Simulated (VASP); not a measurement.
Input:

```yaml
crystal:
  lattice:
    - [2.83000, 0.00000, 0.00000]
    - [0.00000, 2.83000, 0.00000]
    - [0.00000, 0.00000, 4.07000]
  atoms:
    - { symbol: Ti, position: [0.00000, 0.00000, 0.00000] }
    - { symbol: Al, position: [0.50000, 0.50000, 0.50000] }
```

These are PBEsol GGA, VASP's PBE PAW potentials (set 64) (plane waves; VASP 6.6.1) values and carry that method's errors. Numerical set-up: 300 eV cut-off, 9×9×7 Γ-centred mesh, Fermi-Dirac smearing of 0.10 eV, potentials Ti_sv Al.

Give the energies of bands 5 to 10 at the high-symmetry points, in eV from the Fermi level.

```json
[
 {"band": "5", "Γ": "-8.99", "X": "-4.56", "M": "-3.21", "Z": "-7.54", "R": "-4.91", "A": "-2.53"},
 {"band": "6", "Γ": "-1.87", "X": "-4.51", "M": "-0.48", "Z": "-5.23", "R": "-2.92", "A": "-2.27"},
 {"band": "7", "Γ": "-0.85", "X": "-1.70", "M": "-0.48", "Z": "-0.68", "R": "-1.19", "A": "-2.27"},
 {"band": "8", "Γ": "-0.35", "X": "-0.27", "M": "-0.42", "Z": "0.62", "R": "-1.16", "A": "1.73"},
 {"band": "9", "Γ": "2.13", "X": "1.68", "M": "-0.22", "Z": "1.77", "R": "1.36", "A": "2.10"},
 {"band": "10", "Γ": "2.13", "X": "2.48", "M": "-0.22", "Z": "1.77", "R": "1.74", "A": "2.68"}
]
```

It has no gap at this level: it comes out as a metal or semimetal.

The structure is a typed TiAl crystal (P4/mmm). The cell was not relaxed at this level. The electron count is odd and the run is not spin-polarised, which forces a metal.
